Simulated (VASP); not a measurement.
Computed with revPBE GGA, VASP's PBE PAW potentials (set 64) (plane waves; VASP).

Input for VASP

POSCAR:
```
NiSb
1.0
  1.9935919184  -3.4530026625   0.0000000000
  1.9935919184   3.4530026625   0.0000000000
  0.0000000000   0.0000000000   5.2230097848
Ni Sb
2 2
Cartesian
  1.9935919184   3.4530026625   2.6115048924
  1.9935919184   3.4530026625   5.2230097848
  1.9935919184   1.1510031895   1.3057524462
  1.9935919184  -1.1510031895   3.9172573386
```

**KPOINTS**
```
Automatic mesh
0
Gamma
8 8 6
0 0 0
```

### INCAR
```
# general
SYSTEM =NiSb
PREC   =Accurate
ENCUT  =520
LREAL  =.False.
LASPH  =.True.

# electronic loop
EDIFF  =1E-6
NELM   =100
ALGO   =Normal
LMAXMIX=4

# smearing
ISMEAR =1
SIGMA  =0.1

# functional
GGA    =RE

# ions
IBRION =2
NSW    =60
ISIF   =3
EDIFFG =-0.02

# output
LWAVE  =.False.
LCHARG =.False.
```

POTCAR, in this order: Ni Sb (PBE.64 set). Program: vasp_std.

Q: What will the output report for the number of irreducible k-points (NKPTS), largest plane-wave count, number of space-group operations, FFT grid (NGX, NGY, NGZ)?

A: 
| Quantity | Result |
|---|---|
| number of irreducible k-points (NKPTS) | 40 |
| largest plane-wave count | 1969 |
| number of space-group operations | 24 |
| FFT grid (NGX, NGY, NGZ) | 30 × 30 × 40 |

The compound is NiSb in the NiAs type structure. This run relaxes it. Symmetry was kept, so distortions that lower it aren't found. The start is the result of an earlier pass. The run is not spin-polarised, so no magnetic state was tried.
